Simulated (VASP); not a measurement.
Input:

```
CELL_PARAMETERS angstrom
      1.79477    -3.10864     0.00000
      1.79477     3.10864     0.00000
      0.00000     0.00000     5.60991
ATOMIC_POSITIONS crystal
  Tb 0.33333 0.66667 0.25000
  Tb 0.66667 0.33333 0.75000
```

The numbers are results of optB88-vdW, VASP's PBE PAW potentials (set 64) (plane waves; VASP), not measurements. Settings: 520 eV cut-off, 13×13×8 Γ-centred mesh, tetrahedra with Blöchl corrections, potentials Tb_3.

The 4f electrons are frozen in the core of the lanthanide potential, so 4f levels, which can set the real gap, and their magnetism are missing.

Task: What does the run give for the energy per atom (σ→0), band gap (on the k-mesh) with the smallest direct gap where there is one?

Result: 
| Item | Result |
|---|---|
| band gap (on the k-mesh) | none (metal, semimetal or under 0.01 eV) |
| energy per atom (σ→0) | -1.891 eV/atom |

Total energies compare only between runs with the same potentials, cut-off and functional.

The compound is Tb in the hcp structure. It was relaxed first.
